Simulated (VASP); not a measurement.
An input for Quantum ESPRESSO's pw.x (written as the equivalent of a VASP run, and not itself run):

```
&CONTROL
  calculation = 'scf'
  pseudo_dir = './pseudo'
  outdir = './out'
  tprnfor = .true.
  tstress = .true.
/
&SYSTEM
  ibrav = 0
  nat = 12
  ntyp = 2
  ecutwfc = 84
  occupations = 'smearing'
  smearing = 'methfessel-paxton'
  degauss = 0.00735
  input_dft = 'pbesol'
/
&ELECTRONS
  conv_thr = 7.3e-08
  electron_maxstep = 100
/
ATOMIC_SPECIES
  Al 26.982 Al.upf
  N 14.007 N.upf
CELL_PARAMETERS angstrom
     3.1485180    0.0000000    0.0000000
    -1.5742590    2.7266960    0.0000000
     0.0000000    0.0000000   15.4496430
ATOMIC_POSITIONS crystal
  Al   0.0000000  0.0000000  0.0000000
  Al   0.0000000  0.0000000  0.5000000
  Al   0.6666670  0.3333330  0.8332500
  Al   0.3333330  0.6666670  0.3332500
  Al   0.6666670  0.3333330  0.1665000
  Al   0.3333330  0.6666670  0.6665000
  N    0.0000000  0.0000000  0.8746000
  N    0.0000000  0.0000000  0.3746000
  N    0.6666670  0.3333330  0.7078500
  N    0.3333330  0.6666670  0.2078500
  N    0.6666670  0.3333330  0.0415000
  N    0.3333330  0.6666670  0.5415000
K_POINTS automatic
  12 12 3 0 0 0
```

Problem. Translate this input to VASP (INCAR, KPOINTS, POSCAR, choice of POTCAR).

Solution. Several could match; the one computed here: 
**INCAR**
```
ALGO = Normal
EDIFF = 1E-6
ENCUT = 400
GGA = PS
ISIF = 2
ISMEAR = 1
LASPH = T
LCHARG = F
LREAL = F
LWAVE = F
NELM = 100
PREC = Accurate
SIGMA = 0.1
SYSTEM = AlN
```

File KPOINTS:
```
kpoints
0
Gamma
  12 12 3
```

**POSCAR**
```
AlN
1
    3.1485180000     0.0000000000     0.0000000000
   -1.5742590000     2.7266960000     0.0000000000
    0.0000000000     0.0000000000    15.4496430000
Al N
6 6
Direct
  0.0000000000   0.0000000000   0.0000000000
  0.0000000000   0.0000000000   0.5000000000
  0.6666670000   0.3333330000   0.8332500000
  0.3333330000   0.6666670000   0.3332500000
  0.6666670000   0.3333330000   0.1665000000
  0.3333330000   0.6666670000   0.6665000000
  0.0000000000   0.0000000000   0.8746000000
  0.0000000000   0.0000000000   0.3746000000
  0.6666670000   0.3333330000   0.7078500000
  0.3333330000   0.6666670000   0.2078500000
  0.6666670000   0.3333330000   0.0415000000
  0.3333330000   0.6666670000   0.5415000000
```

POTCAR, in this order: Al N (PBE.64 set). Program: vasp_std.

What does not carry over: the potentials are each code's own (VASP's PAW set, PseudoDojo norm-conserving files in pw.x), so ENCUT and ecutwfc are chosen apart and not converted; conv_thr bounds pw.x's estimated SCF error, while EDIFF bounds the energy change between steps.

The structure was generated: AlN was put into an ordered model structure, which need not be its known phase. The cell was not relaxed at this level.
